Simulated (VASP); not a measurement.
OSZICAR of a VASP run on KMgF$_{3}$ (cubic perovskite):

File OSZICAR:
```
       N       E                     dE             d eps       ncg     rms          rms(c)
DAV:   1     0.262642307534E+03    0.26264E+03   -0.19727E+04   800   0.180E+03
DAV:   2    -0.153253258701E+02   -0.27797E+03   -0.26904E+03  1084   0.411E+02
DAV:   3    -0.262203909756E+02   -0.10895E+02   -0.10872E+02   960   0.804E+01
DAV:   4    -0.265864439244E+02   -0.36605E+00   -0.36557E+00  1356   0.120E+01
DAV:   5    -0.265877585620E+02   -0.13146E-02   -0.13146E-02   932   0.761E-01    0.903E+00
DAV:   6    -0.243917676142E+02    0.21960E+01   -0.94029E+00   880   0.232E+01    0.387E+00
DAV:   7    -0.243855825426E+02    0.61851E-02   -0.26215E-01  1064   0.351E+00    0.248E+00
DAV:   8    -0.243859338227E+02   -0.35128E-03   -0.71811E-02   920   0.297E+00    0.297E-01
DAV:   9    -0.243855284104E+02    0.40541E-03   -0.14326E-02  1012   0.895E-01    0.121E-01
DAV:  10    -0.243858632541E+02   -0.33484E-03   -0.11869E-03  1076   0.277E-01    0.611E-02
DAV:  11    -0.243858967943E+02   -0.33540E-04   -0.15924E-04   940   0.105E-01    0.275E-02
DAV:  12    -0.243858791768E+02    0.17618E-04   -0.89277E-05   940   0.670E-02    0.172E-03
DAV:  13    -0.243858794434E+02   -0.26667E-06   -0.16054E-06   716   0.102E-02
   1 F= -.22451643E+02 E0= -.22451643E+02  d E =-.224516E+02
```

Problem. Which electronic solver shows in the log?

Solution. It is blocked Davidson (ALGO = Normal, or the opening steps of other solvers). The INCAR had ALGO = Normal.

Problem. Can the final energy be trusted as converged?

Solution. Self-consistency was reached. It stopped with EDIFF = 1E-6, NELM = 100, NSW = 40 and EDIFFG = -0.02 after 1 ionic step (PBE GGA, plane waves, VASP's PBE PAW potentials (set 64)).

The compound is KMgF3 in the cubic perovskite structure. It was relaxed first under an external pressure of 5 GPa.
